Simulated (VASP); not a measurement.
```xyz
1
Lattice="0.0000 1.8774 1.8774 1.8774 0.0000 1.8774 1.8774 1.8774 0.0000" Properties=species:S:1:pos:R:3 pbc="T T T"
Ir     0.0000     0.0000     0.0000
```

Calculation: PBEsol GGA, VASP's PBE PAW potentials (set 64) (plane waves; VASP 6.6.1). Settings: 520 eV cut-off, 16×16×16 Γ-centred mesh, first-order Methfessel-Paxton smearing of 0.10 eV, potentials Ir.

**Question.** Give the stress tensor in GPa (positive for a compressed cell).

**Answer.** 
```
28.68   0.00   0.00
 0.00  28.68   0.00
 0.00   0.00  28.68
```
The pressure is its mean diagonal, 28.68 GPa.

The compound is Ir in the fcc structure. This cell is one point of a volume scan, at 0.94 of the reference volume.
